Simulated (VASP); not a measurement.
An input for Ansatz (written as the equivalent of a VASP run, and not itself run):

Ansatz 0.2 input:
```yaml
crystal:
  lattice:
    - [3.7305440, 0.0000000, 0.0000000]
    - [-1.8652720, 3.2307460, 0.0000000]
    - [0.0000000, 0.0000000, 6.1097700]
  atoms:
    - { symbol: Co, position: [0.6666670, 0.3333330, 0.0000000], spin: 3 }
    - { symbol: Co, position: [0.3333330, 0.6666670, 0.5000000], spin: 3 }
    - { symbol: P, position: [0.6666670, 0.3333330, 0.6252000] }
    - { symbol: P, position: [0.3333330, 0.6666670, 0.1252000] }
kpoints:
  mp_grid: { grid: [5, 5, 3] }
hamiltonian:
  xc: pbe
  pseudopotentials: { kind: paw }
magnetization: { spin_polarized: true }
scf:
  occupations: { method: gaussian, width: 0.05 }
  max_iter: 100
output: { forces: true, stress: true, eigenvalues: true }
```

Q: Translate this input to VASP (INCAR, KPOINTS, POSCAR, choice of POTCAR).

A: One answer among several that fit: 
### INCAR
```
SYSTEM=CoP
PREC=Accurate; ENCUT=400; LREAL=.FALSE.
LASPH=.TRUE.
EDIFF=1E-6; NELM=100; ALGO=Normal
LMAXMIX=4
ISMEAR=0; SIGMA=0.05
GGA=PE
MAGMOM=2*3.0 2*0.0
ISPIN=2
ISIF=2
LWAVE=.FALSE.; LCHARG=.FALSE.; LORBIT=10
```

**KPOINTS**
```
Automatic mesh
0
Gamma
5 5 3
0 0 0
```

**POSCAR**
```
CoP
1
    3.7305440000     0.0000000000     0.0000000000
   -1.8652720000     3.2307460000     0.0000000000
    0.0000000000     0.0000000000     6.1097700000
Co P
2 2
Direct
  0.6666670000   0.3333330000   0.0000000000
  0.3333330000   0.6666670000   0.5000000000
  0.6666670000   0.3333330000   0.6252000000
  0.3333330000   0.6666670000   0.1252000000
```

POTCAR, in this order: Co P (PBE.64 set). Program: vasp_std.

Limits of the translation: each code has its own PAW files, so the cut-off isn't converted (ENCUT is set for VASP's; basis.ecutwfc is left out, and Ansatz then takes the one that its files recommend); Ansatz stops its SCF on the density residual and VASP on the energy change (EDIFF).

The structure was generated: CoP was put into the wurtzite type (P6_3mc), which need not be its known phase. The cell was not relaxed at this level. The k-mesh is coarse (spacing up to 0.39 per Å, 2π included), so the numbers may not be converged in it.
